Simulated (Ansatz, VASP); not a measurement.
# Cross-check of ZrOs between VASP and Ansatz, part 2 of 2

One calculation is typed for both programs; each brings its own data sets. How far apart do they land? Of the first pair: The two relaxations start from unlike cells of this crystal (the structure described is Ansatz's start), so only their ends are compared.

VASP 6.6.1 and Ansatz 0.2.0.

So far: The structure; VASP: relaxation of cell and atoms, PBEsol; Ansatz: relaxation of cell and atoms, PBEsol; Side by side.

## 5. VASP: zone-centre phonons, PBEsol

Level of this step: PBEsol; plane waves and PAW (Zr_sv, Os) (VASP).

Second derivatives magnify differences that forces hide, and they need a tight electronic threshold.

File INCAR:

```
SYSTEM = ZrOs
PREC = Accurate
ENCUT = 600
EDIFF = 1E-08
NELM = 120
ISMEAR = -1
SIGMA = 0.1
LREAL = .FALSE.
ALGO = Normal
GGA = PS
NBANDS = 16
LASPH = .TRUE.
LORBIT = 11
LWAVE = .FALSE.
LCHARG = .FALSE.
ISIF = 2
IBRION = 8
GGA_COMPAT = .FALSE.
KPAR = 2
```

File POSCAR:

```
ZrOs
1.0
    3.2460455045      0.0000000000      0.0000000000
    0.0000000000      3.2460455045      0.0000000000
    0.0000000000      0.0000000000      3.2460455045
Zr Os
1 1
Direct
    0.5000000000      0.5000000000      0.5000000000
    0.0000000000      0.0000000000      0.0000000000
```

File KPOINTS:

```
Automatic mesh
0
Gamma
16 16 16
0 0 0
```

The projector-augmented-wave data sets are Zr_sv and Os (PBE family, release 64).

Launch:

```
mpirun -np 2 vasp_std
```

Numbers of over 12 decimals in the logs are rounded to 6 here.

What it wrote:

```text
[banner, memory and clock lines left out]
running    2 mpi-ranks, on    1 nodes
[...]
[... a notice as in an earlier step ...]

 LDA part: xc-table for (Slater+PW92), standard interpolation
 POSCAR, INCAR and KPOINTS ok, starting setup
[...]
entering main loop
       N       E                     dE             d eps       ncg     rms          rms(c)
DAV:   1     0.167856644481E+03    0.16786E+03   -0.11472E+04  5400   0.137E+03
DAV:   2    -0.132873605100E+02   -0.18114E+03   -0.17350E+03  6136   0.390E+02
DAV:   3    -0.231514112647E+02   -0.98641E+01   -0.96891E+01  9048   0.767E+01
DAV:   4    -0.234367719197E+02   -0.28536E+00   -0.28516E+00  5952   0.953E+00
[...]
DAV:  13    -0.224255767276E+02    0.16379E-06   -0.16009E-07  7184   0.330E-03    0.777E-04
DAV:  14    -0.224255766787E+02    0.48893E-07   -0.45430E-09  3272   0.690E-04    0.306E-04
DAV:  15    -0.224255766688E+02    0.98373E-08   -0.19468E-09  2888   0.454E-04
   1 F= -.22425577E+02 E0= -.22418195E+02  d E =-.147638E-01
[...]
RMM:  24    -0.663876686738E+00   -0.69151E-08   -0.33545E-07 19394   0.248E-04    0.260E-05
RMM:  25    -0.663876686754E+00   -0.15906E-10   -0.24895E-07 18413   0.224E-04    0.275E-05
RMM:  26    -0.663876698941E+00   -0.12187E-07   -0.27131E-07 18413   0.204E-04    0.285E-05
 first order change of Fermi-energy  -0.78012E-03
 force on displaced ion       1 direction 1 :  -7.921  -0.000   0.000
 Linear response progress:
  Degree of freedom:   2/  2
       N       E                     dE             d eps       ncg     rms          rms(c)
RMM:   1    -0.213630534880E+00   -0.21363E+00   -0.10667E-01 25347   0.217E+00
RMM:   2    -0.213913057182E+00   -0.28252E-03   -0.48578E-03 20558   0.440E-01    0.194E-01
RMM:   3    -0.213687008409E+00    0.22605E-03   -0.77636E-04 23009   0.135E-01    0.115E-01
RMM:   4    -0.214056311178E+00   -0.36930E-03   -0.43118E-04 22761   0.124E-01    0.109E-02
[...]
RMM:  12    -0.214059266197E+00   -0.16691E-07    0.12779E-08 28711   0.193E-04    0.489E-06
RMM:  13    -0.214059283608E+00   -0.17410E-07    0.85063E-08 30308   0.110E-04    0.603E-06
RMM:  14    -0.214059287085E+00   -0.34770E-08    0.32016E-08 29907   0.648E-05    0.289E-06
 first order change of Fermi-energy   0.10046E-02
 force on displaced ion       2 direction 1 :  -7.916  -0.000   0.000
 Linear response finished
```

Parts of OUTCAR (step 5):

```text
  Total        0.0790520      0.0790520      0.0790520      0.0000000     -0.0000000      0.0000000
  in kB        3.7030518      3.7030518      3.7030518      0.0000000     -0.0000000      0.0000000
  external PRESSURE =       3.7030518 kB  Pullay stress =       0.0000000 kB

 POSITION                                       TOTAL-FORCE (eV/Angst)
 -----------------------------------------------------------------------------------
      1.62302      1.62302      1.62302         0.000000      0.000000      0.000000
      0.00000      0.00000      0.00000         0.000000      0.000000      0.000000
 -----------------------------------------------------------------------------------
    total drift:                                0.000000      0.000000      0.000000

[... 2 further parts left out ...]
```

## 6. Ansatz: zone-centre phonons, PBEsol

The same cell, functional, mesh and smearing now go to Ansatz, which takes its cutoff from its data sets.

The cell is taken from a series of runs on this material, whose earlier steps may have relaxed, scaled, displaced or heated it; both programs get it as it stands.

File input.yaml:

```yaml
crystal:
  lattice:
    - [3.2460455045, 0.0, 0.0]
    - [0.0, 3.2460455045, 0.0]
    - [0.0, 0.0, 3.2460455045]
  atoms:
    - { symbol: Zr, position: [0.5, 0.5, 0.5] }
    - { symbol: Os, position: [0.0, 0.0, 0.0] }
kpoints:
  mp_grid: { grid: [16, 16, 16] }
hamiltonian:
  xc: pbesol
scf:
  occupations: { method: fermi_dirac, width: 0.1 }
output:
  eigenvalues: true
phonons:
  method: dfpt
  qpoints:
    - [0, 0, 0]
    - [0.0, 0.0625, 0.0]
    - [0.0, 0.1875, 0.0]
    - [0.0, 0.3125, 0.0]
    - [0.0, 0.4375, 0.0]
```

Launch:

```
ansatz run input.yaml --threads 4 --pin off --max-ram 8192MiB --backend cpu --events-out ev --progress --plain --runs-dir out
```

What it wrote:

```text
[...]
Crystal: 2 atoms, lattice volume = 34.203 Å³
Basis set: ecut = 420 eV, 691 PW (Γ), exchange–correlation on 48×48×48 points (8 copies of the dense FFT grid, shifted against one another)
Bands: 18, of which v1, the nominal top of the filled ones, is band 14 counted from 1 (13 counted from 0)
Symmetry: 48 space group operations
k-points: 165 of 4096
[...]
q = [0, 0, 0] (of the zone-centre solve; hermiticity 1.28e-8, symmetrization 9.56e-13): 0.00 0.00 0.00 186.18 186.18 186.18
  q = [0, 0.0625, 0] (4 solved perturbations in 4032 linear systems a pass and spin channel, the states on 1296 of 4096 k-point pairs; hermiticity 2.89e-7, symmetrization 4.57e-11): 16.96 16.96 33.68 185.46 185.46 192.85
[...]
sum rule: each row above includes the acoustic sum rule's correction from the zone centre's row sums; it moved no ω² by more than (0.72 cm⁻¹)²
[key lines of the parts left out:]
SCF converged after 7 iterations
Free energy (F): -15380.752413 eV
Fermi energy:    20.023807 eV
```

## 7. Side by side

What differs besides the data sets and the points named for the pairs above, as far as they apply: the data sets hold 28 valence electrons in Ansatz (on its default PAW (the set named soft_2) files) and 20 in VASP. Total energies have different zeros and are not compared.

Both answers:

```
                  quantity  Ansatz   VASP  difference
optical mode 1 to 3 (cm⁻¹)   186.2  186.9     -0.39 %
```

Modes are paired by rising frequency, not by their patterns, so a pair may set unlike modes beside each other; they are those without the splitting of longitudinal modes.

## 8. Summary of results

| Quantity | Value |
| --- | --- |
| difference in volume (relaxation of cell and atoms, PBEsol) | -0.075 % |
| r.m.s. difference of the optical zone-centre modes, each program's sorted by frequency (zone-centre phonons, PBEsol) | 0.72 cm⁻¹ |

The difference in volume is -0.075 % (relaxation of cell and atoms, PBEsol), within the 1.2 % picked in this series as the mark of a large difference, as far as the stopping tolerances let one tell. The data sets hold unlike numbers of valence electrons (28 in Ansatz and 20 in VASP), so part of the differences comes from the potentials. How closely two codes agree says nothing of how well the functional describes the real material.

[Lines on the potential files, build, host, timing and source positions are cut from VASP's logs without a mark.]

[Logs are printed without paths, hosts, clocks, repeated set-up lines and the standing remarks that a program may print on its own settings, such as how far it seeks lower states.]

[Hosts, paths, dates, database ids (printed as entryN), source tags and the programs' standing remarks are cut or masked in the printed files.]
